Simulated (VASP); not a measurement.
A run of VASP 6.6.1 is set up as follows.

The input INCAR:

```
  PREC = Accurate
  ENCUT = 600
  EDIFF = 1E-7
  ISMEAR = 0
  SIGMA = 0.03
  LREAL = False
  LASPH = True
  NELM = 80
  ALGO = Normal
  ISIF = 2
  LWAVE = False
  LCHARG = False
  GGA = CA
  IBRION = 2
  NSW = 40
  EDIFFG = -0.01
```

Contents of KPOINTS:

```
Automatic mesh
0
Gamma
  8 8 8
```

Contents of POSCAR:

```
NaCl                                    
1.0
   -0.0000000000      2.7151670469      2.7151670469
    2.7151670469     -0.0000000000      2.7151670469
    2.7151670469      2.7151670469      0.0000000000
  Na              Cl            
     1     1
Direct
     1.0000000000000000    0.0000000000000000    0.0000000000000000
     0.5000000000000000    0.5000000000000000    0.5000000000000000
```

Potentials or basis: VASP PAW LDA potentials, release 64 (Na_pv, Cl).

Command:

```bash
$ cat potpaw_LDA.64/Na_pv/POTCAR potpaw_LDA.64/Cl/POTCAR > POTCAR
$ mpirun -np 1 vasp_std > vasp.out
```

What does it give for the band gap on the k mesh?

5.16 eV, direct.

Final structure:
```
Na Cl
1.0
     0.00000    2.71517    2.71517
     2.71517    0.00000    2.71517
     2.71517    2.71517    0.00000
Na Cl
1 1
Direct
  0.00000 0.00000 0.00000
  0.50000 0.50000 0.50000
```

Caveat: the relaxation stopped at its first step, so nothing moved.
